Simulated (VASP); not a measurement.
Input of a VASP 6.6.1 run:

The input INCAR:

```
SYSTEM = Be3Se2O
PREC     = Normal         ! precision mode
ENCUT    = 520            ! plane-wave cutoff, eV
EDIFF    = 1E-4           ! SCF threshold, eV
ISMEAR   = 0              ! smearing method
SIGMA    = 0.15           ! smearing width, eV
LREAL    = .FALSE.        ! projectors in reciprocal space
LASPH    = .TRUE.         ! aspherical terms in the spheres
NELM     = 60             ! most SCF steps
ALGO     = Fast           ! electronic algorithm
ISIF     = 3              ! what is computed and relaxed
LWAVE    = .FALSE.        ! write WAVECAR
LCHARG   = .FALSE.        ! write CHGCAR
GGA      = PE             ! functional
IBRION   = 2              ! ionic algorithm
NSW      = 24             ! ionic steps
EDIFFG   = -0.08          ! ionic threshold
KPAR     = 2
```

The input KPOINTS:

```
regular mesh
0
G
  3 3 3
  0 0 0
```

The input POSCAR:

```
Be3Se2O
1.0
    4.9650546400      0.0000000000      0.0000000000
    0.0000000000      4.9650546400      0.0000000000
    0.0000000000      0.0000000000      4.2983921800
Be Se O
3 2 1
Direct
    0.5000000000      0.5000000000      0.5000000000
    0.0000000000      0.0000000000      0.7004747700
    0.0000000000      0.0000000000      0.2995252300
    0.0000000000      0.5000000000      0.0000000000
    0.5000000000      0.0000000000      0.0000000000
    0.5000000000      0.5000000000      0.0000000000
```

Potentials or basis: VASP PAW PBE potentials, release 64 (Be, Se, O).

Run with:

```bash
$ cat potpaw_PBE.64/Be/POTCAR potpaw_PBE.64/Se/POTCAR potpaw_PBE.64/O/POTCAR > POTCAR
$ mpirun -np 2 vasp_std > vasp.out
```

**Question.** What does it give for the relaxed cell?

**Answer.** a = 4.774 Å, b = 4.774 Å, c = 3.825 Å, α = 90.00°, β = 90.00°, γ = 90.00°.

**Question.** What does it give for the space group after relaxing (to 0.05 Å)?

**Answer.** P4/mmm (No. 123).

**Question.** Estimate the relaxed volume.

**Answer.** 14.53 Å³/atom.

**Question.** What does it give for the band gap on the k mesh?

**Answer.** None (metal or under the smearing width).

Final structure:
```cif
data_structure
_symmetry_space_group_name_H-M 'P 1'
_symmetry_Int_Tables_number 1
_cell_length_a 4.7737
_cell_length_b 4.7737
_cell_length_c 3.8251
_cell_angle_alpha 90.000
_cell_angle_beta 90.000
_cell_angle_gamma 90.000
_cell_volume 87.17
loop_
_atom_site_label
_atom_site_type_symbol
_atom_site_fract_x
_atom_site_fract_y
_atom_site_fract_z
_atom_site_occupancy
Be1 Be 0.50000 0.50000 0.50000 1
Be2 Be 0.00000 0.00000 0.74627 1
Be3 Be 0.00000 0.00000 0.25373 1
Se1 Se 0.00000 0.50000 0.00000 1
Se2 Se 0.50000 0.00000 0.00000 1
O1 O 0.50000 0.50000 0.00000 1
```

Caveat: the k mesh is coarse (spacing up to 0.49 Å⁻¹), so the values aren't converged; the volume moved by over 15 % at a fixed basis, so the end points are rough.
